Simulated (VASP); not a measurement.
An input for Ansatz (written as the equivalent of a VASP run, and not itself run):

Ansatz 0.2 input:
```yaml
crystal:
  lattice:
    - [1.2774605, -2.2126266, 0.0000000]
    - [1.2774605, 2.2126266, 0.0000000]
    - [0.0000000, 0.0000000, 4.2255025]
  atoms:
    - { symbol: B, position: [0.6666670, 0.3333330, 0.5002370] }
    - { symbol: B, position: [0.3333330, 0.6666670, 0.0002370] }
    - { symbol: N, position: [0.6666670, 0.3333330, 0.8747630] }
    - { symbol: N, position: [0.3333330, 0.6666670, 0.3747630] }
kpoints:
  mp_grid: { grid: [12, 12, 6] }
hamiltonian:
  xc: pbe
  pseudopotentials: { kind: paw }
scf:
  occupations: { method: gaussian, width: 0.05 }
  max_iter: 100
output: { forces: true, stress: true, eigenvalues: true }
```

Problem. Translate this input to VASP (INCAR, KPOINTS, POSCAR, choice of POTCAR).

Solution. This is not unique; one that fits is 
**POSCAR**
```
BN
1
    1.2774604568    -2.2126266375     0.0000000000
    1.2774604568     2.2126266375    -0.0000000000
    0.0000000000    -0.0000000000     4.2255024863
B N
2 2
Direct
  0.6666670000   0.3333330000   0.5002370285
  0.3333330000   0.6666670000   0.0002370285
  0.6666670000   0.3333330000   0.8747629715
  0.3333330000   0.6666670000   0.3747629715
```

INCAR:
```
ALGO = Normal
EDIFF = 1E-7
ENCUT = 600
GGA = PE
ISIF = 2
ISMEAR = 0
LASPH = .TRUE.
LCHARG = .FALSE.
LREAL = .FALSE.
LWAVE = .FALSE.
NELM = 100
PREC = Accurate
SIGMA = 0.05
SYSTEM = BN
```

File KPOINTS:
```
Automatic mesh
0
Gamma
12 12 6
0 0 0
```

POTCAR, in this order: B N (PBE.64 set). Program: vasp_std.

Limits of the translation: each code has its own PAW files, so the cut-off isn't converted (ENCUT is set for VASP's; basis.ecutwfc is left out, and Ansatz then takes the one that its files recommend); Ansatz stops its SCF on the density residual and VASP on the energy change (EDIFF).

The compound is BN in the wurtzite structure, a metastable high-pressure form. It was relaxed first.
